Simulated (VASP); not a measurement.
An input for Ansatz (written as the equivalent of a VASP run, and not itself run):

Ansatz 0.2 input:
```yaml
crystal:
  lattice:
    - [0.0000000, 1.9414083, 1.9414083]
    - [1.9414083, 0.0000000, 1.9414083]
    - [7.9580089, 7.9580089, -0.1923757]
  atoms:
    - { symbol: Ir, position: [0.9850652, 0.9850652, 0.0112011] }
    - { symbol: Ir, position: [0.0149348, 0.0149348, 0.2387989] }
    - { symbol: Ag, position: [0.0066128, 0.0066128, 0.4950404] }
    - { symbol: Ag, position: [0.9933872, 0.9933872, 0.7549596] }
kpoints:
  mp_grid: { grid: [15, 15, 4] }
hamiltonian:
  xc: pbesol
  pseudopotentials: { kind: paw }
scf:
  occupations: { method: tetrahedron }
  max_iter: 100
output: { forces: true, stress: true, eigenvalues: true }
```

**Question.** Write the VASP files for the same calculation (PBEsol).

**Answer.** This is not unique; one that fits is 
**KPOINTS**
```
K-points
0
gamma
15 15 4
```

### INCAR
```
GGA = PS
ISIF = 2   # forces and stress, cell fixed
PREC = Accurate
ENCUT = 400
LCHARG = .TRUE.
LWAVE = .FALSE.
NELM = 100   # most electronic steps
LMAXMIX = 6   # l cut-off of mixed one-centre charges
ALGO = Normal
ISMEAR = -5   # tetrahedra, Bloechl
LORBIT = 11
EDIFF = 1E-7
NEDOS = 601   # DOS grid
SYSTEM = Ag2Ir2
LREAL = .FALSE.   # projection in real space or not
LEFG = .TRUE.
LASPH = .TRUE.
```

File POSCAR:
```
Ag2Ir2
1
    0.0000000000     1.9414083050     1.9414083050
    1.9414083050     0.0000000000     1.9414083050
    7.9580089240     7.9580089240    -0.1923757040
Ir Ag
2 2
Direct
  0.9850652096   0.9850652096   0.0112010928
  0.0149347904   0.0149347904   0.2387989072
  0.0066127858   0.0066127858   0.4950404107
  0.9933872142   0.9933872142   0.7549595893
```

POTCAR, in this order: Ir Ag (PBE.64 set). Program: vasp_std.

What does not carry over: each code has its own PAW files, so the cut-off isn't converted (ENCUT is set for VASP's; basis.ecutwfc is left out, and Ansatz then takes the one that its files recommend); Ansatz stops its SCF on the density residual and VASP on the energy change (EDIFF); the field gradients of LEFG aren't asked of the other code.

The structure was generated: Ag2Ir2 was put into an ordered model structure (R-3m), which need not be its known phase. It was relaxed first.
